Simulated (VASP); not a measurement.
Set up this calculation in VASP 6.6.1, as the native input.

| Quantity | Value |
| --- | --- |
| Task | band structure |
| Functional | PBEsol |
| Potentials or basis | VASP PAW PBE potentials, release 64 (Re) |
| Cutoff | 520 eV |
| k mesh | 15 × 15 × 8 |
| Occupations | methfessel-paxton, width 0.1 eV |
| Spin | no spin polarisation |
| Further INCAR settings | ALGO = Normal; EDIFF = 1e-06; NBANDS = 14 |

The structure of Re lies in POSCAR:

```
Re                                      
1.0
    2.7481609296     -0.0000000000      0.0000000000
   -1.3740804648      2.3799771741     -0.0000000000
   -0.0000000000      0.0000000000      4.4520181801
  Re            
     2
Direct
     0.3333333300000021    0.6666666699999979    0.2500000000000000
     0.6666666699999979    0.3333333300000021    0.7500000000000000
```

The input as run:

INCAR

```
SYSTEM = Re
ALGO     = Normal         ! electronic algorithm
EDIFF    = 1E-6           ! SCF threshold, eV
ENCUT    = 520            ! plane-wave cutoff, eV
GGA      = PS             ! functional
ICORELEVEL= 1            
ISIF     = 2              ! what is computed and relaxed
ISMEAR   = 1              ! smearing method
LASPH    = .TRUE.         ! aspherical terms in the spheres
LCHARG   = .FALSE.        ! write CHGCAR
LMAXMIX  = 4              ! l up to which the mixer works
LREAL    = .FALSE.        ! projectors in reciprocal space
LWAVE    = .FALSE.        ! write WAVECAR
NBANDS   = 14             ! bands
NELM     = 80             ! most SCF steps
PREC     = Accurate       ! precision mode
SIGMA    = 0.1            ! smearing width, eV
```

KPOINTS

```
k-points
0
G
  15 15 8
  0 0 0
```

KPOINTS_OPT

```
explicit points
96
Reciprocal
 0.0000000000  0.0000000000  0.0000000000 1
 0.0555555556  0.0000000000  0.0000000000 1
 0.1111111111  0.0000000000  0.0000000000 1
 0.1666666667  0.0000000000  0.0000000000 1
 0.2222222222  0.0000000000  0.0000000000 1
 0.2777777778  0.0000000000  0.0000000000 1
 0.3333333333  0.0000000000  0.0000000000 1
 0.3888888889  0.0000000000  0.0000000000 1
 0.4444444444  0.0000000000  0.0000000000 1
 0.5000000000  0.0000000000  0.0000000000 1
 0.5000000000  0.0000000000  0.0000000000 1
 0.4814814815  0.0370370370  0.0000000000 1
 0.4629629630  0.0740740741  0.0000000000 1
 0.4444444444  0.1111111111  0.0000000000 1
 0.4259259259  0.1481481481  0.0000000000 1
 0.4074074074  0.1851851852  0.0000000000 1
 0.3888888889  0.2222222222  0.0000000000 1
 0.3703703703  0.2592592592  0.0000000000 1
 0.3518518518  0.2962962963  0.0000000000 1
 0.3333333333  0.3333333333  0.0000000000 1
 0.3333333333  0.3333333333  0.0000000000 1
 0.2962962963  0.2962962963  0.0000000000 1
 0.2592592592  0.2592592592  0.0000000000 1
 0.2222222222  0.2222222222  0.0000000000 1
 0.1851851852  0.1851851852  0.0000000000 1
 0.1481481481  0.1481481481  0.0000000000 1
 0.1111111111  0.1111111111  0.0000000000 1
 0.0740740741  0.0740740741  0.0000000000 1
 0.0370370370  0.0370370370  0.0000000000 1
 0.0000000000  0.0000000000  0.0000000000 1
 0.0000000000  0.0000000000  0.0000000000 1
 0.0000000000  0.0000000000  0.0555555556 1
 0.0000000000  0.0000000000  0.1111111111 1
 0.0000000000  0.0000000000  0.1666666667 1
 0.0000000000  0.0000000000  0.2222222222 1
 0.0000000000  0.0000000000  0.2777777778 1
 0.0000000000  0.0000000000  0.3333333333 1
 0.0000000000  0.0000000000  0.3888888889 1
 0.0000000000  0.0000000000  0.4444444444 1
 0.0000000000  0.0000000000  0.5000000000 1
 0.0000000000  0.0000000000  0.5000000000 1
 0.0555555556  0.0000000000  0.5000000000 1
 0.1111111111  0.0000000000  0.5000000000 1
 0.1666666667  0.0000000000  0.5000000000 1
 0.2222222222  0.0000000000  0.5000000000 1
 0.2777777778  0.0000000000  0.5000000000 1
 0.3333333333  0.0000000000  0.5000000000 1
 0.3888888889  0.0000000000  0.5000000000 1
 0.4444444444  0.0000000000  0.5000000000 1
 0.5000000000  0.0000000000  0.5000000000 1
 0.5000000000  0.0000000000  0.5000000000 1
 0.4814814815  0.0370370370  0.5000000000 1
 0.4629629630  0.0740740741  0.5000000000 1
 0.4444444444  0.1111111111  0.5000000000 1
 0.4259259259  0.1481481481  0.5000000000 1
 0.4074074074  0.1851851852  0.5000000000 1
 0.3888888889  0.2222222222  0.5000000000 1
 0.3703703703  0.2592592592  0.5000000000 1
 0.3518518518  0.2962962963  0.5000000000 1
 0.3333333333  0.3333333333  0.5000000000 1
 0.3333333333  0.3333333333  0.5000000000 1
 0.2962962963  0.2962962963  0.5000000000 1
 0.2592592592  0.2592592592  0.5000000000 1
 0.2222222222  0.2222222222  0.5000000000 1
 0.1851851852  0.1851851852  0.5000000000 1
 0.1481481481  0.1481481481  0.5000000000 1
 0.1111111111  0.1111111111  0.5000000000 1
 0.0740740741  0.0740740741  0.5000000000 1
 0.0370370370  0.0370370370  0.5000000000 1
 0.0000000000  0.0000000000  0.5000000000 1
 0.5000000000  0.0000000000  0.5000000000 1
 0.5000000000  0.0000000000  0.4444444444 1
 0.5000000000  0.0000000000  0.3888888889 1
 0.5000000000  0.0000000000  0.3333333333 1
 0.5000000000  0.0000000000  0.2777777778 1
 0.5000000000  0.0000000000  0.2222222222 1
 0.5000000000  0.0000000000  0.1666666667 1
 0.5000000000  0.0000000000  0.1111111111 1
 0.5000000000  0.0000000000  0.0555555556 1
 0.5000000000  0.0000000000  0.0000000000 1
 0.3333333333  0.3333333333  0.0000000000 1
 0.3333333333  0.3333333333  0.0555555556 1
 0.3333333333  0.3333333333  0.1111111111 1
 0.3333333333  0.3333333333  0.1666666667 1
 0.3333333333  0.3333333333  0.2222222222 1
 0.3333333333  0.3333333333  0.2777777778 1
 0.3333333333  0.3333333333  0.3333333333 1
 0.3333333333  0.3333333333  0.3888888889 1
 0.3333333333  0.3333333333  0.4444444444 1
 0.3333333333  0.3333333333  0.5000000000 1
 0.0000000000  0.0000000000  0.0000000000 1
 0.0000000000  0.0000000000  0.5000000000 1
 0.3333333333  0.3333333333  0.5000000000 1
 0.3333333333  0.3333333333  0.0000000000 1
 0.5000000000  0.0000000000  0.5000000000 1
 0.5000000000  0.0000000000  0.0000000000 1
```

Potentials or basis: VASP PAW PBE potentials, release 64 (Re).

Run with:

```bash
$ cat potpaw_PBE.64/Re/POTCAR > POTCAR
$ mpirun -np 1 vasp_std > vasp.out
```

It gave:

```json
{
 "Pressure": "-0.1 GPa",
 "Band gap along the path": "none (metal or under the smearing width)"
}
```

Caveat: the PAW data sets were made with another functional, which shifts forces and pressure a little; spin-orbit coupling is left out, which moves the levels of the heavy elements.

Wall time 58 s on 1 thread of Intel(R) Xeon(R) Platinum 8559C (Emerald Rapids), with other jobs on the host, peak memory 0.2 GiB.
